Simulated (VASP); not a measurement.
Given:

```xyz
2
Lattice="2.9272 0.0000 0.0000 -1.4636 2.5350 0.0000 0.0000 0.0000 4.6195" Properties=species:S:1:pos:R:3 pbc="T T T"
Ti     0.0000     1.6900     1.1549
Ti     1.4636     0.8450     3.4646
```

Calculation: r2SCAN+rVV10, VASP's PBE PAW potentials (set 64) (plane waves; VASP 6.6.1). Numerical set-up: 400 eV cut-off, 13×13×7 Γ-centred mesh, first-order Methfessel-Paxton smearing of 0.10 eV, potentials Ti_sv.

Problem. Predict the energy per atom (σ→0), band gap (on the k-mesh) with the smallest direct gap where there is one.

Solution. 
```json
{
 "band gap (on the k-mesh)": "none (metal, semimetal or under 0.01 eV)",
 "energy per atom (σ→0)": "-12.665 eV/atom"
}
```

Only differences to runs with the same potentials and settings are physical.

The structure comes from a measured Ti entry (P6_3/mmc) of the Crystallography Open Database, whose conditions weren't checked. It was relaxed first. The start is the result of an earlier pass.
